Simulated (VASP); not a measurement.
Level of theory: PBE GGA, VASP's PBE PAW potentials (set 64) (plane waves; VASP).

VASP ran on this input.

**INCAR**
```
SYSTEM = FeB2
PREC = Accurate; ENCUT = 400; LREAL = .FALSE.
LASPH = .TRUE.
EDIFF = 1E-6; NELM = 100; ALGO = Normal
LMAXMIX = 4
ISMEAR = -1; SIGMA = 0.05
GGA = PE
MAGMOM = 4.0 2*0.0
ISPIN = 2
ISIF = 2
LWAVE = .FALSE.; LCHARG = .FALSE.; LORBIT = 11
```

POSCAR:
```
FeB2
1
    0.0000000000     2.3981940000     2.3981940000
    2.3981940000     0.0000000000     2.3981940000
    2.3981940000     2.3981940000     0.0000000000
Fe B
1 2
Direct
  0.0070820000  -0.0035460000  -0.0070490000
  0.2822010000   0.2262050000   0.2435150000
  0.7107170000   0.7773420000   0.7635340000
```

**KPOINTS**
```
Automatic mesh
0
Gamma
5 5 5
0 0 0
```

POTCAR, in this order: Fe B (PBE.64 set). Program: vasp_std.

Output

### OSZICAR
```
       N       E                     dE             d eps       ncg     rms          rms(c)
DAV:   1     0.435459422145E+02    0.43546E+02   -0.55188E+03  3388   0.914E+02
DAV:   2    -0.203627393179E+02   -0.63909E+02   -0.57167E+02  3566   0.195E+02
DAV:   3    -0.233379852876E+02   -0.29752E+01   -0.28644E+01  4175   0.463E+01
DAV:   4    -0.233841872011E+02   -0.46202E-01   -0.45957E-01  3807   0.524E+00
DAV:   5    -0.233846768830E+02   -0.48968E-03   -0.48965E-03  3865   0.535E-01    0.229E+01
DAV:   6    -0.311504422372E+02   -0.77658E+01   -0.72600E+01  3618   0.161E+02    0.365E+01
DAV:   7    -0.199024829131E+02    0.11248E+02   -0.43040E+01  3941   0.127E+02    0.335E+00
DAV:   8    -0.200756160717E+02   -0.17313E+00   -0.15216E+00  3411   0.886E+00    0.226E+00
DAV:   9    -0.200802320872E+02   -0.46160E-02   -0.53223E-02  4310   0.267E+00    0.125E+00
DAV:  10    -0.200858378070E+02   -0.56057E-02   -0.18479E-02  4919   0.151E+00    0.789E-01
DAV:  11    -0.200889606225E+02   -0.31228E-02   -0.68886E-03  4989   0.968E-01    0.354E-01
DAV:  12    -0.200914073208E+02   -0.24467E-02   -0.49934E-03  4773   0.928E-01    0.315E-01
DAV:  13    -0.200923343072E+02   -0.92699E-03   -0.15588E-03  4920   0.473E-01    0.236E-01
DAV:  14    -0.200937370781E+02   -0.14028E-02   -0.40691E-03  4869   0.835E-01    0.217E-01
DAV:  15    -0.200942467150E+02   -0.50964E-03   -0.15442E-03  4878   0.488E-01    0.142E-01
DAV:  16    -0.200943930528E+02   -0.14634E-03   -0.38788E-04  5093   0.256E-01    0.833E-02
DAV:  17    -0.200944717473E+02   -0.78695E-04   -0.65583E-04  4620   0.343E-01    0.208E-02
DAV:  18    -0.200944791167E+02   -0.73694E-05   -0.25382E-05  3574   0.530E-02    0.162E-02
DAV:  19    -0.200944812302E+02   -0.21135E-05   -0.13408E-05  3779   0.499E-02    0.526E-03
DAV:  20    -0.200944815108E+02   -0.28068E-06   -0.93907E-07  1783   0.114E-02
   1 F= -.20094482E+02 E0= -.20087135E+02  d E =-.146933E-01  mag=     0.0003
```

**OUTCAR**
```
------------------------ aborting loop because EDIFF is reached ----------------------------------------
  FORCE on cell =-STRESS in cart. coord.  units (eV):
  Direction    XX          YY          ZZ          XY          YZ          ZX
  --------------------------------------------------------------------------------------
  Total       -3.0109622     -2.8969395     -2.5809140     -0.9851842      1.7454403     -1.3750019
  in kB     -174.8771035   -168.2546513   -149.8998473    -57.2196365    101.3754189    -79.8603037
  external PRESSURE =    -164.3438674 kB  Pullay stress =       0.0000000 kB
  volume of cell :       27.59
      direct lattice vectors                 reciprocal lattice vectors
     0.000000000  2.398194000  2.398194000    -0.208490222  0.208490222  0.208490222
     2.398194000  0.000000000  2.398194000     0.208490222 -0.208490222  0.208490222
     2.398194000  2.398194000  0.000000000     0.208490222  0.208490222 -0.208490222
 POSITION                                       TOTAL-FORCE (eV/Angst)
 -----------------------------------------------------------------------------------
      4.77098      2.39827      2.40667         0.228440     -0.128972     -0.187326
      1.12648      1.26077      1.21926         0.070175     -0.083254     -0.152342
      3.69532      3.53554      3.56865        -0.298615      0.212226      0.339668
 -----------------------------------------------------------------------------------
    total drift:                                0.000004     -0.000005     -0.000084
  FREE ENERGIE OF THE ION-ELECTRON SYSTEM (eV)
  ---------------------------------------------------
  free  energy   TOTEN  =       -20.0944815108 eV

  energy  without entropy=      -20.0797882027  energy(sigma->0) =      -20.08713486

 total charge

# of ion       s       p       d       tot
------------------------------------------
    1        0.553   0.668   6.621   7.842
    2        0.690   0.975   0.000   1.665
    3        0.692   0.979   0.000   1.671
--------------------------------------------------
tot          1.934   2.622   6.621  11.178

 magnetization (x)

# of ion       s       p       d       tot
------------------------------------------
    1        0.000   0.000   0.001   0.001
    2       -0.000  -0.000   0.000  -0.000
    3       -0.000  -0.000   0.000  -0.000
--------------------------------------------------
tot          0.000  -0.000   0.001   0.001
```
(Selected blocks of OUTCAR.)

At this cut-off the stress carries a Pulay error, which pulls relaxed volumes low.

The structure was generated: FeB2 was put into an ordered model structure, which need not be its known phase. The cell was not relaxed at this level, atoms are displaced from their ideal sites. The k-mesh is coarse (spacing up to 0.45 per Å, 2π included), so the numbers may not be converged in it.
